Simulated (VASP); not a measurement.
VASP input:

### INCAR
```
SYSTEM = Bi
PREC = Accurate
ENCUT = 400
EDIFF = 1E-6
NELM = 100
ALGO = Normal
LREAL = .FALSE.
LASPH = .TRUE.
ISMEAR = 1
SIGMA = 1.0
GGA = PE
LMAXMIX = 4
LWAVE = .FALSE.
LCHARG = .FALSE.
ISIF = 2
```

**KPOINTS**
```
Automatic mesh
0
Gamma
8 8 8
0 0 0
```

File POSCAR:
```
Bi
1
    4.1658200000    -2.2750000000     0.0000000000
    4.1658200000     2.2750000000     0.0000000000
    2.9234170000     0.0000000000     3.7394270000
Bi
2
Direct
  0.2340000000   0.2340000000   0.2340000000
  0.7660000000   0.7660000000   0.7660000000
```

POTCAR, in this order: Bi_d (PBE.64 set). Program: vasp_std.

The resulting files:

standard output:
```
 POSCAR found type information on POSCAR Bi
 POSCAR found :  1 types and       2 ions
 Reading from existing POTCAR
 Reading from existing POTCAR
 LDA part: xc-table for (Slater+PW92), standard interpolation
 POSCAR, INCAR and KPOINTS ok, starting setup
 WAVECAR not read
 entering main loop
       N       E                     dE             d eps       ncg     rms          rms(c)
DAV:   1     0.271928448925E+03    0.27193E+03   -0.14611E+04  2478   0.160E+03
DAV:   2     0.136491203804E+02   -0.25828E+03   -0.25429E+03  2485   0.417E+02
DAV:   3    -0.700565939221E+01   -0.20655E+02   -0.20368E+02  2864   0.145E+02
DAV:   4    -0.767387260330E+01   -0.66821E+00   -0.66622E+00  2754   0.290E+01
DAV:   5    -0.770635023421E+01   -0.32478E-01   -0.32476E-01  3319   0.553E+00    0.104E+00
DAV:   6    -0.770406676231E+01    0.22835E-02   -0.17294E-02  3036   0.151E+00    0.631E-01
DAV:   7    -0.770410030838E+01   -0.33546E-04   -0.12914E-02  2826   0.144E+00    0.110E-01
DAV:   8    -0.770428106129E+01   -0.18075E-03   -0.16832E-03  2668   0.519E-01    0.210E-02
DAV:   9    -0.770429924400E+01   -0.18183E-04   -0.65681E-05  3330   0.769E-02    0.108E-02
DAV:  10    -0.770429794766E+01    0.12963E-05   -0.74573E-06  2087   0.226E-02    0.161E-03
DAV:  11    -0.770429847447E+01   -0.52681E-06   -0.68446E-07  1594   0.880E-03
   1 F= -.77042985E+01 E0= -.77461260E+01  d E =0.125483E+00
```

File OUTCAR:
```
------------------------ aborting loop because EDIFF is reached ----------------------------------------
  FORCE on cell =-STRESS in cart. coord.  units (eV):
  Direction    XX          YY          ZZ          XY          YZ          ZX
  --------------------------------------------------------------------------------------
  Total        0.6560171      0.5607380      0.5712556      0.0000000      0.0000000      0.0316558
  in kB       14.8288948     12.6751652     12.9129101      0.0000000      0.0000000      0.7155622
  external PRESSURE =      13.4723234 kB  Pullay stress =       0.0000000 kB
  volume of cell :       70.88
      direct lattice vectors                 reciprocal lattice vectors
     4.165820000 -2.275000000  0.000000000     0.120024389 -0.219780220 -0.093832916
     4.165820000  2.275000000  0.000000000     0.120024389  0.219780220 -0.093832916
     2.923417000  0.000000000  3.739427000     0.000000000  0.000000000  0.267420650
 POSITION                                       TOTAL-FORCE (eV/Angst)
 -----------------------------------------------------------------------------------
      2.63368      0.00000      0.87503         0.170922      0.000000      0.056788
      8.62137      0.00000      2.86440        -0.170922      0.000000     -0.056788
 -----------------------------------------------------------------------------------
    total drift:                               -0.000000     -0.000000     -0.000000
  FREE ENERGIE OF THE ION-ELECTRON SYSTEM (eV)
  ---------------------------------------------------
  free  energy   TOTEN  =        -7.7042984745 eV

  energy  without entropy=       -7.8297810699  energy(sigma->0) =       -7.74612601
```
(Selected blocks of OUTCAR.)

### Question
The run ends quietly. Is anything wrong with it?

### Answer
The cause: SIGMA is far too large. The run ends without an error. Against the sound run, the energy per atom (σ→0) goes up by 0.011 eV/atom; the pressure decreases by 0.19 GPa; the largest force increases by 0.042 eV/Å. To mend it, set SIGMA = 0.1.

The mended run (PBE GGA, plane waves, VASP's PBE PAW potentials (set 64)) converges, and its OSZICAR ends with
```
   1 F= -.77686643E+01 E0= -.77685841E+01  d E =-.240733E-03
```

The compound is Bi in the a7 structure. The cell was not relaxed at this level.
